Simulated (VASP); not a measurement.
# AgB2 (P6/mmm) in VASP: further runs

One crystal, AgB2, is run at these levels: r2SCAN; tasks: single point.

Program: VASP 6.6.1. These are calculated values, not measurements. Logs are shortened: lines on timing, memory, paths and dates and some standing lists are left out, and cuts for length are marked.

## 1. Starting point

The structure is hexagonal, space group P6/mmm (No. 191). Conventional cell: a = 3.000 Å, b = 3.000 Å, c = 3.240 Å, α = 90.00°, β = 90.00°, γ = 120.00°. Ag (site symmetry 6/mmm) is surrounded by 12 B at 2.37 Å. B (site symmetry -6m2) is surrounded by 3 B at 1.73 Å.

## 2. Single point, r2SCAN

INCAR reads:

```
SYSTEM = AgB2
PREC = Accurate
ENCUT = 460
EDIFF = 0.001
ISMEAR = 0
SIGMA = 0.05
LREAL = .False.
LASPH = .True.
NELM = 100
ALGO = Normal
ISIF = 2
LWAVE = .False.
LCHARG = .False.
METAGGA = R2SCAN
LMIXTAU = .True.
ADDGRID = .False.
```

KPOINTS reads:

```
regular mesh
0
Gamma
  4 4 3
  0 0 0
```

POSCAR reads:

```
AgB2
1.0
    3.0000000000      0.0000000000      0.0000000000
   -1.5000000000      2.5980762114      0.0000000000
    0.0000000000      0.0000000000      3.2400000000
Ag B
1 2
Direct
    0.0172000000      0.0014340000     -0.0107780000
    0.6537670000      0.3220700000      0.4709270000
    0.3421410000      0.7037590000      0.5156140000
```

Potentials or basis: VASP PAW PBE potentials, release 64 (Ag, B).

The run is started by

```bash
cat potpaw_PBE.64/Ag/POTCAR potpaw_PBE.64/B/POTCAR > POTCAR
mpirun -np 1 vasp_std > vasp.out
```

OUTCAR:

```text
SYSTEM = AgB2
   PREC = Accurate
   ENCUT = 460
   EDIFF = 0.001
   ISMEAR = 0
   LREAL = .False.
   LASPH = .True.
   NELM = 100
   ISIF = 2
   METAGGA = R2SCAN

 Found     26 irreducible k-points:

 Following reciprocal coordinates:
            Coordinates               Weight
  0.000000  0.000000  0.000000      1.000000
  0.250000 -0.000000  0.000000      2.000000
  0.000000  0.250000  0.000000      2.000000
 -0.250000  0.250000  0.000000      2.000000
  0.500000 -0.000000  0.000000      1.000000
  0.000000  0.500000  0.000000      1.000000
   k-points           NKPTS =     26   k-points in BZ     NKDIM =     26   number of bands    NBANDS=     12
   number of dos      NEDOS =    301   number of ions     NIONS =      3
   total plane-waves  NPLWV =  13824
   dimension x,y,z NGX =    24 NGY =   24 NGZ =   24
   dimension x,y,z NGXF=    48 NGYF=   48 NGZF=   48
   ions per type =               1   2
   NGX,Y,Z   is equivalent  to a cutoff of  13.30, 13.30, 12.31 a.u.
   NGXF,Y,Z  is equivalent  to a cutoff of  26.60, 26.60, 24.63 a.u.
 SYSTEM =  AgB2
   PREC   = accura    normal or accurate (medium, high low for compatibility)
   ISTART =      0    job   : 0-new  1-cont  2-samecut
   ICHARG =      2    charge: 1-file 2-atom 10-const
   ISPIN  =      1    spin polarized calculation?
   LNONCOLLINEAR =      F non collinear calculations
   LSORBIT =      F    spin-orbit coupling
   LASPH  =      T    aspherical Exc in radial PAW
   ENCUT  =  460.0 eV  33.81 Ry    5.81 a.u.   5.25  5.25  5.67*2*pi/ulx,y,z
   NELM   =    100;   NELMIN=  2; NELMDL= -5     # of ELM steps
   EDIFF  = 0.1E-02   stopping-criterion for ELM
   LREAL  =      F    real-space projection
   EDIFFG = 0.1E-01   stopping-criterion for IOM
   NSW    =      0    number of steps for IOM
   IBRION =     -1    ionic relax: 0-MD 1-quasi-New 2-CG
   NFREE  =      0    steps in history (QN), initial steepest desc. (CG)
   ISIF   =      2    stress and relaxation
   ISYM   =      2    0-nonsym 1-usesym 2-fastsym
   POTIM  = 0.5000    time-step for ionic-motion
   TEBEG  =    0.0;   TEEND  =   0.0 temperature during run
   PSTRESS=    0.0 pullay stress
   NELECT =      17.0000    total number of electrons
   NUPDOWN=      -1.0000    fix difference up-down
   EMIN   =  10.00;   EMAX   =-10.00  energy-range for DOS
   EFERMI =   0.00;   METHOD = LEGACY
   ISMEAR =     0;   SIGMA  =   0.05  broadening in eV -4-tet -1-fermi 0-gaus
   EFERMI_NEDOS =   21; number of points for ismear=-14 and -15
   IALGO  =     38    algorithm
   IMIX   =      4    mixing-type and parameters
     AMIX     =   0.40;   BMIX     =  1.00
     AMIX_MAG =   1.60;   BMIX_MAG =  1.00
  volume/ion in A,a.u.               =       8.42        56.81
  Fermi-wavevector in a.u.,A,eV,Ry     =   1.434779  2.711340 28.008838  2.058591
  Thomas-Fermi vector in A             =   2.554150
   LORBIT       =      0    0 simple, 1 ext, 2 COOP (PROOUT), +10 PAW based schemes
   METAGGA = R2SCAN    functional components
   LHFCALC =     F    Hartree Fock is set to
   AEXX    =    0.0000 exact exchange contribution
   IVDW    =     0    specifies the selected vdW correction
   LEPSILON=     F    determine dielectric tensor
   LRPA    =     F    only Hartree local field effects (RPA)
 non-spin polarized calculation
 Gauss-broadening in eV      SIGMA  =   0.05
  energy-cutoff  :      460.00
  volume of cell :       25.25
 maximum number of plane-waves:       571
 NGX is ok and might be reduce to    24
   NGX = 11   NGY = 11   NGZ = 11

 number of electron      17.0000003 magnetization

 Free energy of the ion-electron system (eV)
  ---------------------------------------------------
  ext. energy  EPLUGINS =         0.00000000
  ---------------------------------------------------
  free energy    TOTEN  =       -32.87608094 eV

  energy without entropy =      -32.87046138  energy(sigma->0) =      -32.87327116

 E-fermi :  10.4887     XC(G=0): -14.2768

 val. band max:       10.4883053854   @ k =   0.2500  -0.0000   0.0000
 cond. band min:      10.4918854376   @ k =  -0.2500   0.2500   0.0000
 fundamental gap:      0.0035800522
 Fermi energy:        10.4887487433

 k-point     1 :       0.0000    0.0000    0.0000
  band No.  band energies     occupation
      1      -4.5253      2.00000
      2       3.3211      2.00000
      3       3.7113      2.00000
      4       3.9018      2.00000
      5       5.3473      2.00000
      6       5.4755      2.00000
      7       7.3688      2.00000
      8      10.9676      0.00000
      9      12.6419      0.00000
     10      15.4435      0.00000
     11      16.4241      0.00000
     12      17.4511      0.00000

 k-point     2 :       0.2500   -0.0000    0.0000
  band No.  band energies     occupation
      1      -3.2851      2.00000
      2       2.8319      2.00000
      3       3.6139      2.00000
      4       3.7737      2.00000
      5       4.5536      2.00000
      6       5.2894      2.00000
      7       8.2263      2.00000
      8       9.3069      2.00000
      9      10.4883      1.01001
     10      16.0580      0.00000
     11      17.1710      0.00000
     12      19.2021      0.00000

 k-point     3 :       0.0000    0.2500    0.0000
  band No.  band energies     occupation
      1      -3.3203      2.00000
      2       2.7043      2.00000
      3       3.6333      2.00000
      4       3.9514      2.00000
      5       4.6661      2.00000
      6       5.2204      2.00000
      7       8.1980      2.00000
      8       9.5117      2.00000
      9      10.2297      2.00000
     10      16.0677      0.00000
     11      17.6293      0.00000
     12      19.1069      0.00000

 k-point     4 :      -0.2500    0.2500    0.0000
  band No.  band energies     occupation
      1      -3.2843      2.00000
      2       2.8347      2.00000
      3       3.6330      2.00000
      4       3.7678      2.00000
      5       4.5375      2.00000
      6       5.2996      2.00000
      7       8.2416      2.00000
      8       9.2399      2.00000
      9      10.4919      0.92931
     10      16.0624      0.00000
     11      17.2277      0.00000
     12      19.2155      0.00000

 k-point     5 :       0.5000   -0.0000    0.0000
  band No.  band energies     occupation
      1      -0.2754      2.00000
      2       0.1270      2.00000
      3       2.9048      2.00000
      4       3.3253      2.00000
      5       5.1145      2.00000
      6       5.9824      2.00000
      7       7.0571      2.00000
      8       7.2621      2.00000
      9      13.9823      0.00000
     10      15.1116      0.00000
     11      17.1139      0.00000
     12      17.5962      0.00000

 k-point     6 :       0.0000    0.5000    0.0000
  band No.  band energies     occupation
      1      -0.7224      2.00000
      2       0.3982      2.00000
      3       3.1260      2.00000
      4       3.4135      2.00000
      5       5.0371      2.00000
      6       5.9741      2.00000
      7       7.1945      2.00000
      8       7.4647      2.00000
      9      12.8758      0.00000
     10      15.5937      0.00000
     11      17.4106      0.00000
     12      17.6245      0.00000

 [... further k-points ...]
[... 5 lines left out ...]
  --------------------------------------------------------------------------------------
  -------------------------------------------------------------------------------------
  Total        6.2124687      8.2997531     13.2758776     -0.0071633      0.2038774      0.0377821
  in kB      394.1455627    526.5718060    842.2784170     -0.4544710     12.9348508      2.3970581
  external PRESSURE =     587.6652619 kB  Pullay stress =       0.0000000 kB

 VOLUME and BASIS-vectors are now :
 -----------------------------------------------------------------------------
  energy-cutoff  :      460.00
  volume of cell :       25.25
      direct lattice vectors                 reciprocal lattice vectors
     3.000000000  0.000000000  0.000000000     0.333333333  0.192450090  0.000000000
    -1.500000000  2.598076211  0.000000000     0.000000000  0.384900179  0.000000000
     0.000000000  0.000000000  3.240000000     0.000000000  0.000000000  0.308641975

 POSITION                                       TOTAL-FORCE (eV/Angst)
 -----------------------------------------------------------------------------------
      0.04945      0.00373      3.20508        -0.201598      0.043239      0.227599
      1.47820      0.83676      1.52580         0.266775      1.365013      0.867509
     -0.02922      1.82842      1.67059        -0.065177     -1.408252     -1.095107
 -----------------------------------------------------------------------------------
    total drift:                                0.012683     -0.004284     -0.000834

  FREE ENERGIE OF THE ION-ELECTRON SYSTEM (eV)
  ---------------------------------------------------
  free  energy   TOTEN  =       -32.8760809373 eV

  energy  without entropy=      -32.8704613759  energy(sigma->0) =      -32.87327116
```

Run time: 9.5 s. Hardware: 1 thread of Intel Xeon 6975P-C (Granite Rapids), shared host; peak memory 0.14 GiB.

The run converged, but some of its settings lie outside the range that counts as converged, so its numbers aren't taken as properties of the crystal.

Results:

```
Free energy            : -32.8761 eV
Pressure               : 58.8 GPa
Largest force          : 1.785 eV/Å
Band gap on the k mesh : none (metal or under the smearing width)
```

Caveat: the k mesh is coarse (spacing up to 0.65 Å⁻¹), so the values aren't converged; the PAW data sets were made with another functional, which shifts forces and pressure a little.

## 3. Single point, r2SCAN

Changes to INCAR since step 2:

```diff
@@ -3,3 +3,3 @@
 ENCUT = 460
-EDIFF = 0.001
+EDIFF = 1E-4
 ISMEAR = 0
```

KPOINTS is that of step 2.

POSCAR reads:

```
AgB2
1.0
    3.0000000000      0.0000000000      0.0000000000
   -1.5000000000      2.5980762114      0.0000000000
    0.0000000000      0.0000000000      3.2400000000
Ag B
1 2
Direct
    0.0000000000      0.0000000000      0.0000000000
    0.6666666667      0.3333333333      0.5000000000
    0.3333333333      0.6666666667      0.5000000000
```

Potentials or basis: VASP PAW PBE potentials, release 64 (Ag, B).

The run is started by

```bash
cat potpaw_PBE.64/Ag/POTCAR potpaw_PBE.64/B/POTCAR > POTCAR
mpirun -np 1 vasp_std > vasp.out
```

Wall time 7.7 s (1 thread of Intel Xeon 6975P-C (Granite Rapids), shared host); peak memory 0.14 GiB.

These settings aren't checked as converged: the numbers below hold their error.

Results:

| Item | Value |
| --- | --- |
| Free energy | -32.9930 eV |
| Pressure | 53.6 GPa |
| Band gap on the k mesh | none (metal or under the smearing width) |

Caveat: the k mesh is coarse (spacing up to 0.65 Å⁻¹), so the values aren't converged; a pressure of tens of GPa on the cell as given is suspect, and the run, the potentials or the cell itself is likely at fault; the PAW data sets were made with another functional, which shifts forces and pressure a little.

## 4. Single point, r2SCAN

INCAR is that of step 3.

KPOINTS is that of step 3.

POSCAR reads:

```
AgB2
1.0
    3.0000000000      0.0000000000      0.0000000000
   -1.5000000000      2.5980762114      0.0000000000
    0.0000000000      0.0000000000      3.2400000000
Ag B
1 2
Direct
    0.0172000000      0.0014340000     -0.0107780000
    0.6537670000      0.3220700000      0.4709270000
    0.3421410000      0.7037590000      0.5156140000
```

The run is started by

```bash
cat potpaw_PBE.64/Ag/POTCAR potpaw_PBE.64/B/POTCAR > POTCAR
mpirun -np 1 vasp_std > vasp.out
```

Run time: 12 s. Hardware: 1 thread of Intel Xeon 6975P-C (Granite Rapids), shared host; peak memory 0.14 GiB.

These settings aren't checked as converged: the numbers below hold their error.

What came out:

```
Free energy            : -32.8795 eV
Pressure               : 57.7 GPa
Largest force          : 1.799 eV/Å
Band gap on the k mesh : none (metal or under the smearing width)
```

Caveat: the k mesh is coarse (spacing up to 0.65 Å⁻¹), so the values aren't converged; the PAW data sets were made with another functional, which shifts forces and pressure a little.

## 5. Single point, r2SCAN

Changes to INCAR since step 4:

```diff
@@ -3,3 +3,3 @@
 ENCUT = 460
-EDIFF = 1E-4
+EDIFF = 1E-5
 ISMEAR = 0
```

KPOINTS is that of step 4.

POSCAR reads:

```
AgB2
1.0
    3.0000000000      0.0000000000      0.0000000000
   -1.5000000000      2.5980762114      0.0000000000
    0.0000000000      0.0000000000      3.2400000000
Ag B
1 2
Direct
    0.0000000000      0.0000000000      0.0000000000
    0.6666666667      0.3333333333      0.5000000000
    0.3333333333      0.6666666667      0.5000000000
```

The run is started by

```bash
cat potpaw_PBE.64/Ag/POTCAR potpaw_PBE.64/B/POTCAR > POTCAR
mpirun -np 1 vasp_std > vasp.out
```

It took 7.9 s on 1 thread of Intel Xeon 6975P-C (Granite Rapids), shared host; peak memory 0.14 GiB.

These settings aren't checked as converged: the numbers below hold their error.

Results:

```yaml
Free_energy: -32.9931 eV
Pressure: 54.3 GPa
Band_gap_on_the_k_mesh: none (metal or under the smearing width)
```

Caveat: the k mesh is coarse (spacing up to 0.65 Å⁻¹), so the values aren't converged; a pressure of tens of GPa on the cell as given is suspect, and the run, the potentials or the cell itself is likely at fault; the PAW data sets were made with another functional, which shifts forces and pressure a little.
